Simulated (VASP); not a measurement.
Output of a VASP run:

**OSZICAR**
```
       N       E                     dE             d eps       ncg     rms          rms(c)
DAV:   1     0.119977352634E+03    0.11998E+03   -0.82925E+03  2682   0.134E+03
DAV:   2    -0.417748099231E+01   -0.12415E+03   -0.12112E+03  2695   0.320E+02
DAV:   3    -0.888945720339E+01   -0.47120E+01   -0.46864E+01  3199   0.691E+01
DAV:   4    -0.896722411156E+01   -0.77767E-01   -0.77755E-01  3280   0.831E+00
DAV:   5    -0.896976699237E+01   -0.25429E-02   -0.25429E-02  3591   0.126E+00    0.631E+00
DAV:   6    -0.880847040867E+01    0.16130E+00   -0.39582E-01  2975   0.932E+00    0.304E+00
DAV:   7    -0.877417329057E+01    0.34297E-01   -0.71172E-02  3398   0.502E+00    0.135E+00
DAV:   8    -0.876715649809E+01    0.70168E-02   -0.20702E-02  2814   0.140E+00    0.369E-01
DAV:   9    -0.876640924731E+01    0.74725E-03   -0.18572E-03  3269   0.753E-01    0.496E-02
DAV:  10    -0.876641035999E+01   -0.11127E-05   -0.37450E-05  3356   0.988E-02    0.212E-02
DAV:  11    -0.876641120123E+01   -0.84124E-06   -0.38988E-06  2954   0.188E-02
   1 F= -.87664112E+01 E0= -.87442725E+01  d E =-.442773E-01
```

File OUTCAR:
```
------------------------ aborting loop because EDIFF is reached ----------------------------------------
  FORCE on cell =-STRESS in cart. coord.  units (eV):
  Direction    XX          YY          ZZ          XY          YZ          ZX
  --------------------------------------------------------------------------------------
  Total        0.5260882      0.5260882      0.5260882     -0.0000000     -0.0000000      0.0000000
  in kB       23.8529424     23.8529424     23.8529424     -0.0000000     -0.0000000      0.0000000
  external PRESSURE =      23.8529424 kB  Pullay stress =       0.0000000 kB
  volume of cell :       35.34
      direct lattice vectors                 reciprocal lattice vectors
     3.281525000  0.000000000  0.000000000     0.304736365  0.000000000  0.000000000
     0.000000000  3.281525000  0.000000000     0.000000000  0.304736365  0.000000000
     0.000000000  0.000000000  3.281525000     0.000000000  0.000000000  0.304736365
 POSITION                                       TOTAL-FORCE (eV/Angst)
 -----------------------------------------------------------------------------------
      1.64076      1.64076      1.64076         0.000000      0.000000      0.000000
      0.00000      0.00000      0.00000         0.000000      0.000000      0.000000
 -----------------------------------------------------------------------------------
    total drift:                               -0.000000      0.000000      0.000000
  FREE ENERGIE OF THE ION-ELECTRON SYSTEM (eV)
  ---------------------------------------------------
  free  energy   TOTEN  =        -8.7664112012 eV

  energy  without entropy=       -8.7221338886  energy(sigma->0) =       -8.74427254
```
(Selected blocks of OUTCAR.)

File POSCAR:
```
PdIn
1
    3.2815250000     0.0000000000     0.0000000000
    0.0000000000     3.2815250000     0.0000000000
    0.0000000000     0.0000000000     3.2815250000
In Pd
1 1
Direct
  0.5000000000   0.5000000000   0.5000000000
  0.0000000000   0.0000000000   0.0000000000
```

**Question.** Reconstruct the remaining input files.

**Answer.** This is not unique; one that fits is the input of the run itself, PBE GGA, plane waves, VASP's PBE PAW potentials (set 64).

File KPOINTS:
```
Automatic mesh
0
Gamma
13 13 13
0 0 0
```

INCAR:
```
SYSTEM=PdIn
PREC=Accurate
ISIF=2
ISMEAR=-1   # Fermi-Dirac
ALGO=Normal
ENCUT=300   # plane-wave cut-off (eV)
LASPH=.TRUE.   # aspherical one-centre terms
LREAL=.FALSE.
SIGMA=0.136   # width (eV)
EDIFF=1E-6   # SCF stop (eV)
LCHARG=.FALSE.
NELM=100
LMAXMIX=4
LWAVE=.FALSE.
GGA=PE   # PBE
```

POTCAR, in this order: In_d Pd (PBE.64 set). Program: vasp_std.

At this cut-off the stress carries a Pulay error, which pulls relaxed volumes low.

The structure is a typed PdIn crystal. The cell was not relaxed at this level. The electron count is odd and the run is not spin-polarised, which forces a metal.
